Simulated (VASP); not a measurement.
VASP ran on this input.

**INCAR**
```
! general
SYSTEM =KBr
PREC   =Accurate
ENCUT  =520
LREAL  =.FALSE.
LASPH  =.TRUE.

! electronic loop
EDIFF  =1E-7
NELM   =100
ALGO   =Normal
LMAXMIX=4

! smearing
ISMEAR =-5

! functional
GGA    =PE
IVDW   =13

! ions
ISIF   =2

! output
LWAVE  =.FALSE.
LCHARG =.TRUE.
LORBIT =11
NEDOS  =601
```

**POSCAR**
```
KBr
4.6782680
  0.0000000000   0.7071068005   0.7071068005
  0.7071068005   0.0000000000   0.7071068005
  0.7071068005   0.7071068005   0.0000000000
K Br
1 1
Direct
  0.0000000000   0.0000000000   0.0000000000
  0.5000000000   0.5000000000   0.5000000000
```

File KPOINTS:
```
Automatic
0
gamma
8 8 8
0 0 0
```

POTCAR, in this order: K_sv Br (PBE.64 set). Program: vasp_std.

Translate this PBE-D4 calculation to Ansatz.

One equivalent input (not run):
Ansatz 0.2 input:
```yaml
crystal:
  lattice:
    - [0.0000000, 3.3080351, 3.3080351]
    - [3.3080351, 0.0000000, 3.3080351]
    - [3.3080351, 3.3080351, 0.0000000]
  atoms:
    - { symbol: K, position: [0.0000000, 0.0000000, 0.0000000] }
    - { symbol: Br, position: [0.5000000, 0.5000000, 0.5000000] }
kpoints:
  mp_grid: { grid: [8, 8, 8] }
hamiltonian:
  xc: pbe
  dispersion: d4
  pseudopotentials: { kind: paw }
scf:
  occupations: { method: tetrahedron }
  max_iter: 100
output: { forces: true, stress: true, eigenvalues: true }
```
The two are equivalent in intent, not identical: each code has its own PAW files, so the cut-off isn't converted (ENCUT is set for VASP's; basis.ecutwfc is left out, and Ansatz then takes the one that its files recommend); Ansatz stops its SCF on the density residual and VASP on the energy change (EDIFF).

The compound is KBr in the rock salt structure. It was relaxed first.
